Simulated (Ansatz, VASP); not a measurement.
# AlNi: VASP beside Ansatz, part 2 of 2

Aim: how closely do two programs agree when they are given the same cell, functional and k mesh? The cell is taken from a series of runs on this material, whose earlier steps may have relaxed, scaled, displaced or heated it; both programs get it as it stands.

VASP 6.6.1 and Ansatz 0.2.0.

So far: The starting structure; Ansatz: zone-centre phonons, PBEsol, pair 1; VASP: zone-centre phonons, PBEsol, pair 1; Differences.

**5. VASP: zone-centre phonons, PBEsol, pair 2**

Level of this step: PBEsol, no spin polarisation; plane waves and PAW (Al, Ni) (VASP).

Second derivatives magnify differences that forces hide, and they need a tight electronic threshold. The cell compared in this pair holds 23.20 Å³, against 22.97 Å³ for the pair before.

The input, INCAR:

```
SYSTEM = AlNi
PREC = Accurate
ENCUT = 600
EDIFF = 1E-08
NELM = 120
ISMEAR = 1
SIGMA = 0.2
LREAL = .FALSE.
ALGO = Normal
GGA = PS
NBANDS = 12
LASPH = .TRUE.
LORBIT = 11
LWAVE = .FALSE.
LCHARG = .FALSE.
ISIF = 2
IBRION = 8
GGA_COMPAT = .FALSE.
KPAR = 2
```

The input, POSCAR:

```
AlNi
1.0
    2.8521679822      0.0000000000      0.0000000000
    0.0000000000      2.8521679822      0.0000000000
    0.0000000000      0.0000000000      2.8521679822
Al Ni
1 1
Direct
    0.0000000000      0.0000000000      0.0000000000
    0.5000000000      0.5000000000      0.5000000000
```

The input, KPOINTS:

```
Automatic mesh
0
Gamma
16 16 16
0 0 0
```

PAW data sets: Al and Ni (PBE family, release 64).

Started as:

```bash
> mpirun -np 2 vasp_std
```

Numbers of over 12 decimals in the logs are rounded to 6 here.

What it wrote:

```text
[banner, memory and clock lines left out]
running    2 mpi-ranks, on    1 nodes
[...]
[... a notice as in an earlier step ...]

 LDA part: xc-table for (Slater+PW92), standard interpolation
 POSCAR, INCAR and KPOINTS ok, starting setup
[...]
entering main loop
       N       E                     dE             d eps       ncg     rms          rms(c)
DAV:   1     0.434245226501E+02    0.43425E+02   -0.61546E+03  3984   0.128E+03
DAV:   2    -0.114728770545E+02   -0.54897E+02   -0.50827E+02  4080   0.207E+02
DAV:   3    -0.132122793154E+02   -0.17394E+01   -0.17180E+01  4780   0.430E+01
DAV:   4    -0.132364289914E+02   -0.24150E-01   -0.24140E-01  4436   0.456E+00
[...]
DAV:  12    -0.115851732300E+02    0.14531E-05   -0.49409E-06  5448   0.366E-02    0.372E-03
DAV:  13    -0.115851728944E+02    0.33557E-06   -0.21700E-07  5996   0.475E-03    0.187E-03
DAV:  14    -0.115851728963E+02   -0.18460E-08   -0.23035E-08  3088   0.135E-03
   1 F= -.11585173E+02 E0= -.11585527E+02  d E =0.106344E-02
[...]
RMM:  10    -0.558839274070E-02    0.28916E-07    0.13965E-10 16973   0.423E-05    0.884E-06
RMM:  11    -0.558840884175E-02   -0.16101E-07   -0.82212E-11 16890   0.182E-05    0.278E-06
RMM:  12    -0.558840688444E-02    0.19573E-08   -0.28300E-11 16726   0.828E-06    0.523E-07
 first order change of Fermi-energy  -0.10405E-03
 force on displaced ion       1 direction 1 :  -6.508  -0.000  -0.000
 Linear response progress:
  Degree of freedom:   2/  2
       N       E                     dE             d eps       ncg     rms          rms(c)
RMM:   1    -0.186354845540E+00   -0.18635E+00   -0.98791E-02 14347   0.267E+00
RMM:   2    -0.184952108934E+00    0.14027E-02   -0.16863E-03 14414   0.500E-01    0.132E-01
RMM:   3    -0.184950097453E+00    0.20115E-05   -0.12559E-04 15398   0.970E-02    0.782E-02
RMM:   4    -0.185379606860E+00   -0.42951E-03   -0.19333E-04 16461   0.109E-01    0.601E-03
[...]
RMM:  10    -0.185332269048E+00    0.31000E-06   -0.78242E-10 16847   0.869E-05    0.433E-06
RMM:  11    -0.185332280183E+00   -0.11135E-07   -0.10062E-09 17974   0.381E-05    0.156E-06
RMM:  12    -0.185332287328E+00   -0.71451E-08   -0.86702E-10 17069   0.245E-05    0.801E-07
 first order change of Fermi-energy   0.25444E-02
 force on displaced ion       2 direction 1 :  -6.524  -0.000   0.000
 Linear response finished
```

OUTCAR, selected parts (step 5):

```text
  Total        0.2776915      0.2776915      0.2776915     -0.0000000      0.0000000     -0.0000000
  in kB       19.1755495     19.1755495     19.1755495     -0.0000000      0.0000000     -0.0000000
  external PRESSURE =      19.1755495 kB  Pullay stress =       0.0000000 kB

 POSITION                                       TOTAL-FORCE (eV/Angst)
 -----------------------------------------------------------------------------------
      0.00000      0.00000      0.00000         0.000000      0.000000      0.000000
      1.42608      1.42608      1.42608         0.000000      0.000000      0.000000
 -----------------------------------------------------------------------------------
    total drift:                                0.000000      0.000000     -0.000000

[... 1 part as in an earlier step ...]

[... 1 further part left out ...]
```

**6. Ansatz: zone-centre phonons, PBEsol, pair 2**

The same cell, functional, mesh and smearing now go to Ansatz, which takes its cutoff from its data sets.

The cell is taken from a series of runs on this material, whose earlier steps may have relaxed, scaled, displaced or heated it; both programs get it as it stands.

The input, input.yaml:

```yaml
crystal:
  lattice:
    - [2.8521679822, 0.0, 0.0]
    - [0.0, 2.8521679822, 0.0]
    - [0.0, 0.0, 2.8521679822]
  atoms:
    - { symbol: Al, position: [0.0, 0.0, 0.0] }
    - { symbol: Ni, position: [0.5, 0.5, 0.5] }
kpoints:
  mp_grid: { grid: [16, 16, 16] }
hamiltonian:
  xc: pbesol
  pseudopotentials: { kind: paw, azcp: { folder: soft_1 }, xc_functional: pbe }
scf:
  occupations: { method: methfessel_paxton, width: 0.2 }
output:
  eigenvalues: true
phonons:
  method: dfpt
```

Started as:

```bash
> ansatz run input.yaml --threads 4 --pin off --max-ram 10240MiB --backend cpu --events-out ev --progress --plain --runs-dir out
```

What it wrote:

```text
[...]
Crystal: 2 atoms, lattice volume = 23.202 Å³
Basis set: ecut = 420 eV, 461 PW (Γ), exchange–correlation on 40×40×40 points (8 copies of the dense FFT grid, shifted against one another)
Bands: 15, of which v1, the nominal top of the filled ones, is band 11 counted from 1 (10 counted from 0)
Symmetry: 48 space group operations
k-points: 405 of 4096 (irreducible under 8 space group operations, time reversal used)
[...]
k-point 2: bands = [... 7 lower, 12.5428, 12.5428, 12.6815, 17.6548, 20.2375, 20.2375, 22.4805, 24.3682]
  k-point 404: bands = [... 7 lower, 13.2544, 13.2544, 16.1764, 16.1764, 16.1764, 18.2424, 18.8763, 18.8763]
[...]
ASR residual: 1.022e-5 → 0.000e0 eV/Å²; symmetrization residual: 1.126e-6 eV/Å²
  ASR residual per site (eV/Å²): 1.02e-5 8.08e-6
  Γ frequencies (cm⁻¹): 0.00 0.00 0.00 308.11 308.11 308.11
[...]
[key lines of the parts left out:]
SCF converged after 9 iterations
Free energy (F): -6330.873192 eV
Fermi energy:    14.256986 eV
```

**7. Differences**

What differs besides the data sets and the points named for the pairs above, as far as they apply: the data sets hold 21 valence electrons in Ansatz (on its PAW soft_1 files) and 13 in VASP. Total energies have different zeros and are not compared.

Compared:

| quantity | Ansatz | VASP | difference |
| --- | --- | --- | --- |
| optical mode 1 to 3 (cm⁻¹) | 308.1 | 309.6 | -0.47 % |

Modes are paired by rising frequency, not by their patterns, so a pair may set unlike modes beside each other; they are those without the splitting of longitudinal modes.

**8. Outcome**

| Item | Value |
| --- | --- |
| r.m.s. difference of the optical zone-centre modes, each program's sorted by frequency (zone-centre phonons, PBEsol, pair 1) | 1.4 cm⁻¹ |
| r.m.s. difference of the optical zone-centre modes, each program's sorted by frequency (zone-centre phonons, PBEsol, pair 2) | 1.4 cm⁻¹ |

In words: The r.m.s. difference of the optical zone-centre modes, each program's sorted by frequency is 1.4 cm⁻¹ (zone-centre phonons, PBEsol, pair 1). The data sets hold unlike numbers of valence electrons (21 in Ansatz and 13 in VASP), so part of the differences comes from the potentials. Such differences can come from data sets, numerical settings and the points named under the comparisons, not from the functional's error against experiment.

[Lines on the potential files, build, host, timing and source positions are cut from VASP's logs without a mark.]

[Logs are printed without paths, hosts, clocks, repeated set-up lines and the standing remarks that a program may print on its own settings, such as how far it seeks lower states.]

[Hosts, paths, dates, database ids (printed as entryN), source tags and the programs' standing remarks are cut or masked in the printed files.]
